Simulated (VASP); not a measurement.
OSZICAR of a VASP run on Ga₂O₃ (space group C2/m):

OSZICAR:
```
       N       E                     dE             d eps       ncg     rms          rms(c)
DAV:   1     0.110047047044E+04    0.11005E+04   -0.34935E+04  7052   0.266E+03
DAV:   2     0.154259312211E+03   -0.94621E+03   -0.90986E+03  6824   0.715E+02
DAV:   3    -0.523370730466E+02   -0.20660E+03   -0.20100E+03  7148   0.236E+02
DAV:   4    -0.683199082262E+02   -0.15983E+02   -0.15852E+02  8300   0.724E+01
DAV:   5    -0.687256365662E+02   -0.40573E+00   -0.40474E+00  7596   0.115E+01    0.174E+01
DAV:   6    -0.595624676481E+02    0.91632E+01   -0.34485E+01 11724   0.639E+01    0.497E+00
DAV:   7    -0.597258050262E+02   -0.16334E+00   -0.32483E+00  6860   0.996E+00    0.349E+00
DAV:   8    -0.596985243627E+02    0.27281E-01   -0.52822E-01  9476   0.696E+00    0.118E+00
DAV:   9    -0.596674510390E+02    0.31073E-01   -0.14339E-01  9668   0.483E+00    0.256E-01
DAV:  10    -0.596685734670E+02   -0.11224E-02   -0.21072E-02  9204   0.136E+00    0.146E-01
DAV:  11    -0.596689656915E+02   -0.39222E-03   -0.30789E-03  7180   0.757E-01    0.909E-02
DAV:  12    -0.596690400903E+02   -0.74399E-04   -0.12136E-03  9384   0.513E-01    0.239E-02
DAV:  13    -0.596690525936E+02   -0.12503E-04   -0.19401E-04  9612   0.123E-01    0.126E-02
DAV:  14    -0.596690545680E+02   -0.19744E-05   -0.66136E-05  8784   0.696E-02    0.941E-03
DAV:  15    -0.596690535558E+02    0.10122E-05   -0.68939E-06  7784   0.309E-02    0.366E-03
DAV:  16    -0.596690535165E+02    0.39301E-07   -0.28304E-06  4860   0.108E-02
   1 F= -.59669054E+02 E0= -.59669054E+02  d E =-.678493E-13
```

Task: Which electronic solver shows in the log?

Result: It is blocked Davidson (ALGO = Normal, or the opening steps of other solvers). The INCAR had ALGO = Normal.

Task: Can the final energy be trusted as converged?

Result: The run converged. It stopped with EDIFF = 1E-6, NELM = 100 (PBE GGA, plane waves, VASP's PBE PAW potentials (set 64)).

The structure comes from a computed database's Ga2O3 entry; how it stands against other phases isn't given here. The cell was not relaxed at this level.
